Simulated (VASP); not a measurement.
ZnO (relaxed from the wurtzite structure, space group P6_3mc): computed properties

All values below come from PBE GGA, VASP's PBE PAW potentials (set 64) (plane waves; VASP).

```
Quantity                                                                                                              Result
---------------------------------------------  -----------------------------------------------------------------------------
space group                                                                                                     P6_3mc (186)
cell                                           a = 3.2858 Å, b = 3.2858 Å, c = 5.3095 Å, α = 90.00°, β = 90.00°, γ = 120.00°
volume per atom                                                                                                12.41 Å³/atom
band gap (over mesh and band path)                                                                                   0.72 eV
smallest direct gap (over mesh and band path)                                                                        0.72 eV
band-edge character                                                                                           direct, Γ to Γ
density                                                                                                           5.44 g/cm³
```

```
ZnO
1.0
    3.28579     0.00000     0.00000
   -1.64290     2.84558     0.00000
    0.00000     0.00000     5.30945
Zn O
2 2
Direct
  0.33333   0.66667   0.99817
  0.66667   0.33333   0.49817
  0.33333   0.66667   0.37683
  0.66667   0.33333   0.87683
```

The structure was generated: ZnO was put into the wurtzite type (P6_3mc), which need not be its known phase. It was relaxed first, which changed the volume by +21 %. Symmetry was kept, so distortions that lower it aren't found.
